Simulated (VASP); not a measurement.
Here is a VASP 6.6.1 calculation.

Contents of INCAR:

```
PREC = Accurate ; ENCUT = 900
EDIFF = 1E-6 ; ISMEAR = -1
SIGMA = 0.05 ; LREAL = F
LASPH = T ; NELM = 100
ALGO = Normal ; ISIF = 2
LWAVE = F ; LCHARG = F
GGA = PE
```

Contents of KPOINTS:

```
Automatic mesh
0
Gamma
  9 9 9
```

POSCAR

```
ZnB
1.0
    2.8073700000      0.0000000000      0.0000000000
    0.0000000000      2.8073700000      0.0000000000
    0.0000000000      0.0000000000      2.8073700000
Zn B
1 1
Direct
    0.0000000000      0.0000000000      0.0000000000
    0.5000000000      0.5000000000      0.5000000000
```

The input KPOINTS_OPT:

```
path GXMGRX,MR
15
line-mode
reciprocal
 0.0000000000  0.0000000000  0.0000000000  G
 0.0000000000  0.5000000000  0.0000000000  X

 0.0000000000  0.5000000000  0.0000000000  X
 0.5000000000  0.5000000000  0.0000000000  M

 0.5000000000  0.5000000000  0.0000000000  M
 0.0000000000  0.0000000000  0.0000000000  G

 0.0000000000  0.0000000000  0.0000000000  G
 0.5000000000  0.5000000000  0.5000000000  R

 0.5000000000  0.5000000000  0.5000000000  R
 0.0000000000  0.5000000000  0.0000000000  X

 0.5000000000  0.5000000000  0.0000000000  M
 0.5000000000  0.5000000000  0.5000000000  R
```

Potentials or basis: VASP PAW PBE potentials, release 64 (Zn, B).

Command:

```bash
$ cat potpaw_PBE.64/Zn/POTCAR potpaw_PBE.64/B/POTCAR > POTCAR
$ mpirun -np 1 vasp_std > vasp.out
```

(1) What does it give for the pressure?

(2) Estimate the band gap along the path.

## Answers

(1) 0.6 GPa.

(2) none (metal or under the smearing width).
